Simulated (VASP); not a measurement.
```yaml
crystal:
  lattice:
    - [4.42266, 0.00000, 0.00000]
    - [-2.21133, 3.83014, 0.00000]
    - [0.00000, 0.00000, 10.80458]
  atoms:
    - { symbol: Sn, position: [0.00000, 0.00000, 0.50000] }
    - { symbol: Sn, position: [0.33333, 0.66667, 0.15198] }
    - { symbol: Sn, position: [0.66667, 0.33333, 0.84802] }
    - { symbol: Te, position: [0.33333, 0.66667, 0.67417] }
    - { symbol: Te, position: [0.66667, 0.33333, 0.32583] }
    - { symbol: Se, position: [0.00000, 0.00000, 0.00000] }
```

Computed with r2SCAN meta-GGA, VASP's PBE PAW potentials (set 64) (plane waves; VASP). Run with 400 eV cut-off, 7×7×3 Γ-centred mesh, tetrahedra with Blöchl corrections, potentials Sn_d Te Se.

The cores are frozen, which limits the accuracy of field gradients.

### Question
Give the principal components of the electric field gradient (V/Å²) and the asymmetry η at each nucleus.

### Answer

```
atom    Vxx    Vyy    Vzz     η
----  -----  -----  -----  ----
Sn1     4.8    4.8   -9.5  0.00
Sn2     5.0    5.0  -10.1  0.00
Sn3     5.0    5.0  -10.1  0.00
Te4   -15.3  -15.3   30.5  0.00
Te5   -15.3  -15.3   30.5  0.00
Se6    24.5   24.5  -48.9  0.00
```

The structure comes from a computed database's Sn3Te2Se entry (P-3m1); how it stands against other phases isn't given here. It was relaxed first.
